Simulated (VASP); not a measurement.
Level of theory: PBE GGA, VASP's PBE PAW potentials (set 64) (plane waves; VASP).

VASP input:

KPOINTS:
```
Automatic mesh
0
Gamma
1 1 1
0 0 0
```

### INCAR
```
# general
SYSTEM   =  Al35N36
PREC     =  Normal
ENCUT    =  400
LREAL    =  Auto
LASPH    =  .True.   # aspherical one-centre terms
ISYM     =  0
NELECT   =  286.0

# electronic loop
EDIFF    =  1E-5
NELM     =  100
NELMIN   =  4
ALGO     =  Fast

# smearing
ISMEAR   =  0   # Gaussian
SIGMA    =  0.05   # width (eV)

# functional
GGA      =  PE

# spin
ISPIN    =  2   # spin-polarised
MAGMOM   =  71*0.0282
NUPDOWN  =  2

# ions
IBRION   =  2   # conjugate gradients
NSW      =  60   # most ionic steps
ISIF     =  2
EDIFFG   =  -0.03   # ionic stop

# output
LWAVE    =  .True.
LCHARG   =  .False.
LORBIT   =  10
```

### POSCAR
```
Al35N36
1
    4.6932676572    -8.1289780182     0.0000000000
    4.6932676572     8.1289780182     0.0000000000
    0.0000000000     0.0000000000    10.0192026154
Al N
35 36
Direct
  0.2222220000   0.1111110000   0.2500000000
  0.1111110000   0.2222220000   0.0000000000
  0.2222220000   0.1111110000   0.7500000000
  0.1074920000   0.2211480000   0.4992230000
  0.2160250000   0.4413550000   0.2456200000
  0.1111110000   0.5555560000   0.0000000000
  0.2261980000   0.4435630000   0.7485270000
  0.1102230000   0.5539940000   0.5047900000
  0.2222220000   0.7777780000   0.2500000000
  0.1111110000   0.8888890000   0.0000000000
  0.2222220000   0.7777780000   0.7500000000
  0.1111110000   0.8888890000   0.5000000000
  0.5555560000   0.1111110000   0.2500000000
  0.4444440000   0.2222220000   0.0000000000
  0.5555560000   0.1111110000   0.7500000000
  0.4461870000   0.2184350000   0.4975870000
  0.5575620000   0.4476980000   0.2541090000
  0.4444440000   0.5555560000   0.0000000000
  0.5496770000   0.4399160000   0.7536330000
  0.5582280000   0.7801640000   0.2520150000
  0.4444440000   0.8888890000   0.0000000000
  0.5520000000   0.7769370000   0.7459720000
  0.4381240000   0.8850660000   0.5029260000
  0.8888890000   0.1111110000   0.2500000000
  0.7777780000   0.2222220000   0.0000000000
  0.8888890000   0.1111110000   0.7500000000
  0.7777780000   0.2222220000   0.5000000000
  0.8888890000   0.4444440000   0.2500000000
  0.7777780000   0.5555560000   0.0000000000
  0.8888890000   0.4444440000   0.7500000000
  0.7761090000   0.5563970000   0.5046190000
  0.8888890000   0.7777780000   0.2500000000
  0.7777780000   0.8888890000   0.0000000000
  0.8888890000   0.7777780000   0.7500000000
  0.7838530000   0.8917560000   0.5038050000
  0.2222220000   0.1111110000   0.4410000000
  0.1111110000   0.2222220000   0.1910000000
  0.2222220000   0.1111110000   0.9410000000
  0.1111110000   0.2222220000   0.6910000000
  0.2230740000   0.4445940000   0.4363420000
  0.1111110000   0.5555560000   0.1910000000
  0.2222220000   0.4444440000   0.9410000000
  0.1111110000   0.5555560000   0.6910000000
  0.2222220000   0.7777780000   0.4410000000
  0.1111110000   0.8888890000   0.1910000000
  0.2222220000   0.7777780000   0.9410000000
  0.1111110000   0.8888890000   0.6910000000
  0.5555560000   0.1111110000   0.4410000000
  0.4444440000   0.2222220000   0.1910000000
  0.5555560000   0.1111110000   0.9410000000
  0.4444440000   0.2222220000   0.6910000000
  0.5518680000   0.4441120000   0.4381250000
  0.4435780000   0.5518850000   0.1884750000
  0.5555560000   0.4444440000   0.9410000000
  0.4435490000   0.5491710000   0.6902250000
  0.5514430000   0.7788730000   0.4362590000
  0.4444440000   0.8888890000   0.1910000000
  0.5555560000   0.7777780000   0.9410000000
  0.4444440000   0.8888890000   0.6910000000
  0.8888890000   0.1111110000   0.4410000000
  0.7777780000   0.2222220000   0.1910000000
  0.8888890000   0.1111110000   0.9410000000
  0.7777780000   0.2222220000   0.6910000000
  0.8888890000   0.4444440000   0.4410000000
  0.7777780000   0.5555560000   0.1910000000
  0.8888890000   0.4444440000   0.9410000000
  0.7777780000   0.5555560000   0.6910000000
  0.8888890000   0.7777780000   0.4410000000
  0.7777780000   0.8888890000   0.1910000000
  0.8888890000   0.7777780000   0.9410000000
  0.7777780000   0.8888890000   0.6910000000
```

POTCAR, in this order: Al N (PBE.64 set). Program: vasp_gam.

### Question
What will the output report for the number of irreducible k-points (NKPTS), largest plane-wave count, FFT grid (NGX, NGY, NGZ)?

### Answer

```
Item                                          Result
--------------------------------------  ------------
number of irreducible k-points (NKPTS)             1
largest plane-wave count                        6983
FFT grid (NGX, NGY, NGZ)                48 × 48 × 50
```

The cell is a supercell with a defect, built from AlN (wurtzite): vac_Al, charge -1.
